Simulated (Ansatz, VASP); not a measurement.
## CsC: VASP beside Ansatz

```
CELL_PARAMETERS angstrom
5.62245 0.00000 0.00000
-2.81122 4.86918 0.00000
0.00000 0.00000 8.98623
ATOMIC_POSITIONS crystal
Cs 0.66667 0.33333 0.75000
Cs 0.00000 0.00000 0.00000
Cs 0.33333 0.66667 0.25000
Cs 0.00000 0.00000 0.50000
C 0.33333 0.66667 0.82069
C 0.66667 0.33333 0.17931
C 0.66667 0.33333 0.32069
C 0.33333 0.66667 0.67931
```

Alike in both runs: functional PBE; k mesh 6 × 6 × 4; occupations gaussian, width 0.02 eV; no spin polarisation.

Ansatz relaxed the structure, and its values are those at the end. VASP's run is a single point on that final structure, the one shown.

```csv
,VASP,Ansatz
version,VASP 6.6.1,Ansatz 0.2.0
potentials or method,"VASP PAW PBE potentials, release 64 (Cs_sv, C)","scalar-relativistic, plane waves, PAW"
plane-wave cutoff (eV),520,420
valence electrons in the cell,52,52
```

Ansatz gave:

```
gap on the k mesh at the Fermi level (eV) : 2.41
least direct gap on the mesh (eV)         : 2.41
pressure (GPa)                            : 0.0
rms of the force components (eV/Å)        : 0.003
```

Q: Which values does VASP return?

A: gap on the k mesh at the Fermi level (eV): 2.40; least direct gap on the mesh (eV): 2.40; pressure (GPa): 0.1; rms of the force components (eV/Å): 0.047.

Caveats: spin-orbit coupling is left out, which moves the levels of the heavy elements. A k mesh can miss the band edges.
